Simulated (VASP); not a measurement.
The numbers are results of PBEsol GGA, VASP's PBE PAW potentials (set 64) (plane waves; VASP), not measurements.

The input files of a VASP run:

**KPOINTS**
```
K-points
0
Gamma
8 8 6
0 0 0
```

POSCAR:
```
GdPd
1.0
  1.8258094427  -5.2653535922   0.0000000000
  1.8258094427   5.2653535922   0.0000000000
  0.0000000000   0.0000000000   4.5342271915
Gd Pd
2 2
Cart
  1.8258094427  -3.8110345550   1.1335567979
  1.8258094427   3.8110345550   3.4006703936
  1.8258094427  -0.8998171609   1.1335567979
  1.8258094427   0.8998171609   3.4006703936
```

INCAR:
```
ALGO  =  Normal
EDIFF  =  1E-6
EDIFFG  =  -0.02
ENCUT  =  400
GGA  =  PS
IBRION  =  2
ISIF  =  3
ISMEAR  =  1
LASPH  =  .TRUE.
LCHARG  =  .FALSE.
LMAXMIX  =  6
LREAL  =  .FALSE.
LWAVE  =  .FALSE.
NELM  =  100
NSW  =  60
PREC  =  Accurate
SIGMA  =  0.1
SYSTEM  =  GdPd
```

POTCAR, in this order: Gd_3 Pd (PBE.64 set). Program: vasp_std.

The 4f electrons are frozen in the core of the lanthanide potential, so 4f levels, which can set the real gap, and their magnetism are missing.

**Question.** What does the run give for the energy per atom (σ→0), volume per atom, band gap (on the k-mesh)?

**Answer.** 
```yaml
energy per atom (σ→0): -6.367 eV/atom
band gap (on the k-mesh): none (metal, semimetal or under 0.01 eV)
volume_per_atom: 21.86 Å³/atom
```

OSZICAR:
```
...
       N       E                     dE             d eps       ncg     rms          rms(c)
DAV:   1    -0.254709369956E+02   -0.16803E-02   -0.10109E-01  3864   0.217E+00    0.219E-01
DAV:   2    -0.254700445041E+02    0.89249E-03   -0.21426E-03  4941   0.338E-01    0.106E-01
DAV:   3    -0.254696486189E+02    0.39589E-03   -0.66545E-04  4701   0.189E-01    0.454E-02
DAV:   4    -0.254696046385E+02    0.43980E-04   -0.21226E-04  4807   0.992E-02    0.255E-02
DAV:   5    -0.254696031669E+02    0.14715E-05   -0.13481E-05  4628   0.260E-02    0.147E-02
DAV:   6    -0.254696030219E+02    0.14502E-06   -0.90468E-07  2590   0.668E-03
   8 F= -.25469603E+02 E0= -.25469347E+02  d E =-.508841E-03
```

The structure comes from a measured GdPd entry (Cmcm) of the Crystallography Open Database, whose conditions weren't checked. This run relaxes it. Symmetry was kept, so distortions that lower it aren't found. The start is the result of an earlier pass.
